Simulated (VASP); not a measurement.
Input:

```xyz
2
Lattice="0.0000 2.8052 2.8052 2.8052 0.0000 2.8052 2.8052 2.8052 0.0000" Properties=species:S:1:pos:R:3 pbc="T T T"
Ga     0.0000     0.0000     0.0000
As     1.4026     1.4026     1.4026
```

The numbers are results of LDA (Ceperley-Alder, Perdew-Zunger), VASP's LDA PAW potentials (set 64) (plane waves; VASP), not measurements. Numerical set-up: 520 eV cut-off, 9×9×9 Γ-centred mesh, tetrahedra with Blöchl corrections, potentials Ga_d As.

**Question.** Estimate the energy per atom (σ→0), band gap (on the k-mesh) with the smallest direct gap where there is one.

**Answer.** 
band gap (on the k-mesh): 0.51 eV
smallest direct gap (on the k-mesh): 0.51 eV
energy per atom (σ→0): -4.820 eV/atom

The absolute energy has meaning only against runs of the same code, potentials and settings.

The compound is GaAs in the zinc blende structure. It was relaxed first.
